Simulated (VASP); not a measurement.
All values below come from PBE GGA + U (Dudarev), VASP's PBE PAW potentials (set 64) (plane waves; VASP).

Input for VASP

**INCAR**
```
! general
SYSTEM   =FePt
PREC     =Accurate
ENCUT    =400
LREAL    =.False.
LASPH    =.True.

! electronic loop
EDIFF    =1E-6
NELM     =100
ALGO     =Normal
LMAXMIX  =6

! smearing
ISMEAR   =1
SIGMA    =0.1

! functional
GGA      =PE

! spin
ISPIN    =2
MAGMOM   =3.0 0.0

! DFT+U
LDAU     =.True.
LDAUTYPE =2
LDAUL    =2 -1
LDAUU    =8.0 0
LDAUJ    =0 0
LDAUPRINT=1

! ions
ISIF     =2

! output
LWAVE    =.False.
LCHARG   =.False.
LORBIT   =10
```

**KPOINTS**
```
Automatic mesh
0
Gamma
12 12 9
0 0 0
```

POSCAR:
```
FePt
1
    2.6556720000     0.0000000000     0.0000000000
    0.0000000000     2.7381800000     0.0000000000
    0.0000000000     0.0000000000     3.6336920000
Fe Pt
1 1
Direct
  0.0000000000   0.0000000000   0.0000000000
  0.5148810000   0.5000000000   0.5000000000
```

POTCAR, in this order: Fe Pt (PBE.64 set). Program: vasp_std.

What VASP printed:

**OSZICAR**
```
       N       E                     dE             d eps       ncg     rms          rms(c)
DAV:   1     0.846650164416E+02    0.84665E+02   -0.75164E+03 15364   0.111E+03
DAV:   2    -0.716430157491E+01   -0.91829E+02   -0.82695E+02 15078   0.229E+02
DAV:   3    -0.102653319709E+02   -0.31010E+01   -0.30654E+01 18082   0.554E+01
DAV:   4    -0.102927289442E+02   -0.27397E-01   -0.27391E-01 17148   0.433E+00
DAV:   5    -0.102933553141E+02   -0.62637E-03   -0.62636E-03 19389   0.712E-01    0.215E+01
DAV:   6    -0.100403213623E+02    0.25303E+00   -0.10105E+01 15715   0.961E+01    0.198E+01
DAV:   7    -0.101420218027E+02   -0.10170E+00   -0.15959E+00 15590   0.236E+01    0.105E+01
DAV:   8    -0.101907512671E+02   -0.48729E-01   -0.13180E-01 20535   0.387E+00    0.440E+00
DAV:   9    -0.103165464877E+02   -0.12580E+00   -0.44507E-01 18794   0.543E+00    0.203E+00
DAV:  10    -0.105084340701E+02   -0.19189E+00   -0.50843E-01 17536   0.726E+00    0.201E+00
DAV:  11    -0.102028418762E+02    0.30559E+00   -0.13569E+00 16822   0.128E+01    0.179E+00
DAV:  12    -0.101019792236E+02    0.10086E+00   -0.10563E+00 19516   0.670E+00    0.165E+00
DAV:  13    -0.101255276478E+02   -0.23548E-01   -0.91547E-02 19615   0.320E+00    0.120E+00
DAV:  14    -0.101359260771E+02   -0.10398E-01   -0.10070E-02 19481   0.190E+00    0.895E-01
DAV:  15    -0.101388000794E+02   -0.28740E-02   -0.41338E-02 18612   0.277E+00    0.592E-01
DAV:  16    -0.101510770301E+02   -0.12277E-01   -0.32060E-02 17863   0.274E+00    0.326E-01
DAV:  17    -0.101704609728E+02   -0.19384E-01   -0.67402E-02 17547   0.334E+00    0.360E-01
DAV:  18    -0.101785168928E+02   -0.80559E-02   -0.86381E-03 21401   0.915E-01    0.385E-01
DAV:  19    -0.101496434500E+02    0.28873E-01   -0.11035E-01 18354   0.379E+00    0.326E-01
DAV:  20    -0.101452311338E+02    0.44123E-02   -0.11004E-02 20901   0.106E+00    0.270E-01
DAV:  21    -0.101392790387E+02    0.59521E-02   -0.12901E-02 19990   0.890E-01    0.233E-01
DAV:  22    -0.101373020488E+02    0.19770E-02   -0.39163E-03 20938   0.538E-01    0.192E-01
DAV:  23    -0.101357984075E+02    0.15036E-02   -0.30372E-03 19444   0.471E-01    0.155E-01
DAV:  24    -0.101324805233E+02    0.33179E-02   -0.17202E-02 18385   0.122E+00    0.946E-02
DAV:  25    -0.101314168927E+02    0.10636E-02   -0.72071E-03 20959   0.658E-01    0.102E-01
DAV:  26    -0.101317097981E+02   -0.29291E-03   -0.21779E-04 19041   0.229E-01    0.119E-01
DAV:  27    -0.101310106440E+02    0.69915E-03   -0.27884E-03 18782   0.478E-01    0.109E-01
DAV:  28    -0.101301688790E+02    0.84176E-03   -0.10046E-02 19372   0.963E-01    0.823E-02
DAV:  29    -0.101304322825E+02   -0.26340E-03   -0.67808E-03 20095   0.864E-01    0.632E-02
DAV:  30    -0.101305916875E+02   -0.15940E-03   -0.18250E-04 17978   0.163E-01    0.390E-02
DAV:  31    -0.101304189514E+02    0.17274E-03   -0.35391E-03 18524   0.564E-01    0.342E-02
DAV:  32    -0.101304933584E+02   -0.74407E-04   -0.84464E-04 18333   0.267E-01    0.359E-02
DAV:  33    -0.101305244481E+02   -0.31090E-04   -0.51283E-05 19757   0.112E-01    0.290E-02
DAV:  34    -0.101305258187E+02   -0.13707E-05   -0.86143E-05 20050   0.883E-02    0.235E-02
DAV:  35    -0.101305368410E+02   -0.11022E-04   -0.50858E-05 20008   0.799E-02    0.229E-02
DAV:  36    -0.101305480915E+02   -0.11250E-04   -0.25216E-05 19312   0.748E-02    0.171E-02
DAV:  37    -0.101305576552E+02   -0.95638E-05   -0.27751E-05 19562   0.108E-01    0.489E-03
DAV:  38    -0.101305587546E+02   -0.10993E-05   -0.11598E-05 19995   0.388E-02    0.229E-03
DAV:  39    -0.101305586033E+02    0.15128E-06   -0.11781E-05 17626   0.407E-02    0.225E-03
DAV:  40    -0.101305587734E+02   -0.17017E-06   -0.80132E-07  8496   0.136E-02
   1 F= -.10130559E+02 E0= -.10130414E+02  d E =-.435113E-03  mag=     3.9881
```

OUTCAR:
```
------------------------ aborting loop because EDIFF is reached ----------------------------------------
  FORCE on cell =-STRESS in cart. coord.  units (eV):
  Direction    XX          YY          ZZ          XY          YZ          ZX
  --------------------------------------------------------------------------------------
  Total        5.4721200      3.9044539      3.6812623      0.0000000      0.0000000      0.0000000
  in kB      331.8040254    236.7480105    223.2147061      0.0000000      0.0000000      0.0000000
  external PRESSURE =     263.9222474 kB  Pullay stress =       0.0000000 kB
  volume of cell :       26.42
      direct lattice vectors                 reciprocal lattice vectors
     2.655672000  0.000000000  0.000000000     0.376552526  0.000000000  0.000000000
     0.000000000  2.738180000  0.000000000     0.000000000  0.365206086  0.000000000
     0.000000000  0.000000000  3.633692000     0.000000000  0.000000000  0.275202191
 POSITION                                       TOTAL-FORCE (eV/Angst)
 -----------------------------------------------------------------------------------
      0.00000      0.00000      0.00000         0.235938      0.000000      0.000000
      1.36736      1.36909      1.81685        -0.235938      0.000000      0.000000
 -----------------------------------------------------------------------------------
    total drift:                               -0.000009      0.000000      0.000000
  FREE ENERGIE OF THE ION-ELECTRON SYSTEM (eV)
  ---------------------------------------------------
  free  energy   TOTEN  =       -10.1305587734 eV

  energy  without entropy=      -10.1301236608  energy(sigma->0) =      -10.13041374

 total charge

# of ion       s       p       d       tot
------------------------------------------
    1        0.463   0.548   6.050   7.062
    2        0.755   0.758   8.138   9.651
--------------------------------------------------
tot          1.218   1.307  14.188  16.713

 magnetization (x)

# of ion       s       p       d       tot
------------------------------------------
    1        0.016  -0.001   3.825   3.840
    2       -0.017  -0.080   0.343   0.246
--------------------------------------------------
tot         -0.001  -0.081   4.168   4.086
```
(Selected blocks of OUTCAR.)

OUTCAR:
```
 val. band max:       10.0597792134   @ k =   0.2500   0.2500   0.2222

 cond. band min:      10.0637332399   @ k =   0.1667   0.4167   0.2222


 Fermi energy:        10.0628915177

 spin component 1

 k-point     1 :       0.0000    0.0000    0.0000
  band No.  band energies     occupation
      1      -0.6271      1.00000
      2       0.1581      1.00000
      3       0.3928      1.00000
      4       1.6185      1.00000
      5       1.9892      1.00000
      6       2.2323      1.00000
      7       4.1962      1.00000
      8       5.2344      1.00000
      9       8.1047      1.00000
     10       8.3048      1.00000
     11       8.9747      1.00000
     12      11.8245     -0.00000
     13      18.7733      0.00000
     14      20.3812      0.00000
     15      21.6455      0.00000

 k-point     2 :       0.0833    0.0000    0.0000
  band No.  band energies     occupation
      1      -0.4413      1.00000
      2       0.2153      1.00000
      3       0.4993      1.00000
      4       1.6428      1.00000
      5       1.9388      1.00000
      6       2.1911      1.00000
      7       4.3193      1.00000
      8       5.2677      1.00000
      9       7.8115      1.00000
     10       8.0951      1.00000
     11       8.7792      1.00000
     12      12.4228      0.00000
     13      18.7264      0.00000
     14      20.2188      0.00000
     15      20.6865      0.00000

 k-point     3 :       0.1667    0.0000    0.0000
  band No.  band energies     occupation
      1       0.0687      1.00000
      2       0.3651      1.00000
      3       0.8188      1.00000
      4       1.7098      1.00000
      5       1.8031      1.00000
      6       2.0801      1.00000
      7       4.6046      1.00000
      8       5.4464      1.00000
      9       6.8632      1.00000
     10       8.0680      1.00000
     11       8.2863      1.00000
     12      13.6869      0.00000
     13      17.6920      0.00000
...
```

Unless said otherwise, spin-orbit coupling is left out, though it shifts the bands of the heavy elements here.

The compound is FePt in the L1_0 structure. The cell was not relaxed at this level, atoms are displaced from their ideal sites. The run is one of a series of settings (LDAU = .TRUE., LDAUJ = 0 0, LDAUL = 2 -1, LDAUTYPE = 2, LDAUU = 8.0 0 against the base run), some of them coarse on purpose.
